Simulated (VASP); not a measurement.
A convergence study with VASP on Si (diamond): one setting is varied, all else stays as given below, so the limit is that of these other settings.

```
Si
1.0
    0.00000     2.71550     2.71550
    2.71550     0.00000     2.71550
    2.71550     2.71550     0.00000
Si
2
Cartesian
  0.00000   0.00000   0.00000
  1.35775   1.35775   1.35775
```

Level of theory: PBE GGA, VASP's PBE PAW potentials (set 64) (plane waves; VASP). The tightest run used: 550 eV cut-off, 13×13×13 Monkhorst-Pack mesh, Gaussian smearing of 0.050 eV, potentials Si.

The reference is 13×13×13 mesh, which took about 50 core-seconds. The timings are rough (shared machines, no repeats); factors under 2 mean little.

### Question
Of the settings 1×1×1 mesh; 2×2×2 mesh; 3×3×3 mesh; 4×4×4 mesh; 5×5×5 mesh; 6×6×6 mesh; 7×7×7 mesh; 8×8×8 mesh; 9×9×9 mesh; 10×10×10 mesh; 11×11×11 mesh; 12×12×12 mesh; 13×13×13 mesh, which is the lowest that keeps the difference from the reference in the stress, largest component (GPa) within 0.5 from there on, and what does it cost?

### Answer
4×4×4 mesh; its cost over the reference is about 1/6.
```csv
setting,"difference in the stress, largest component (GPa)",cost over the reference
1×1×1 mesh,40.99,about 1/10
2×2×2 mesh,0.41,about 1/10
3×3×3 mesh,2.01,about 1/9
4×4×4 mesh,0.00,about 1/6
5×5×5 mesh,0.22,about 1/5
6×6×6 mesh,0.00,about 1/2
7×7×7 mesh,0.03,about 1/3
8×8×8 mesh,0.00,within a factor of 2
9×9×9 mesh,0.00,within a factor of 2
10×10×10 mesh,0.00,within a factor of 2
11×11×11 mesh,0.00,within a factor of 2
12×12×12 mesh,0.00,within a factor of 2
13×13×13 mesh,0.00,reference
```

Left out are rungs that failed or repeat a setting and relaxations that didn't move; long series are thinned to 24 rows.

The compound is Si in the diamond structure. The cell was not relaxed at this level.
